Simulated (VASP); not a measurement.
Wanted: the native input for a VASP 6.6.1 run.

| Quantity | Value |
| --- | --- |
| Task | relaxation of cell and atoms |
| Functional | PBEsol |
| Potentials or basis | VASP PAW PBE potentials, release 64 (In_d, As) |
| Cutoff | 600 eV |
| k mesh | 10 × 10 × 10 |
| Occupations | gaussian, width 0.03 eV |
| Spin | no spin polarisation |
| Further INCAR settings | ALGO = Normal; EDIFF = 1e-07; IBRION = 2; EDIFFG = -0.005; NSW = 90; ISIF = 3 |

The structure of InAs lies in POSCAR:

```
InAs                                    
1.0
    0.0000000000      3.0454540627      3.0454540627
    3.0454540627      0.0000000000      3.0454540627
    3.0454540627      3.0454540627     -0.0000000000
  In              As            
     1     1
Direct
     0.0000000000000000    0.0000000000000000    0.0000000000000000
     0.2500000000000000    0.2500000000000000    0.2500000000000000
```

One way to write it, as run:

INCAR

```
PREC = Accurate
ENCUT = 600
EDIFF = 1E-7
ISMEAR = 0
SIGMA = 0.03
LREAL = F
LASPH = T
NELM = 80
ALGO = Normal
ISIF = 3
LWAVE = F
LCHARG = F
GGA = PS
IBRION = 2
NSW = 90
EDIFFG = -0.005
```

KPOINTS

```
Automatic mesh
0
Gamma
  10 10 10
```

Potentials or basis: VASP PAW PBE potentials, release 64 (In_d, As).

The run is started by

```bash
$ cat potpaw_PBE.64/In_d/POTCAR potpaw_PBE.64/As/POTCAR > POTCAR
$ mpirun -np 1 vasp_std > vasp.out
```

Results of the run:

```yaml
Pressure_after_relaxing: 0.0 GPa
Band_gap_on_the_k_mesh: none (metal or under the smearing width)
```

Caveat: the relaxation stopped at its first step, so nothing moved; the PAW data sets were made with another functional, which shifts forces and pressure a little; this crystal is a semiconductor, whose small gap the functional closes, so the metal is an error of the method.

Wall time 24 s on 1 thread of Intel(R) Xeon(R) 6975P-C (Granite Rapids), with other jobs on the host, peak memory 0.22 GiB.
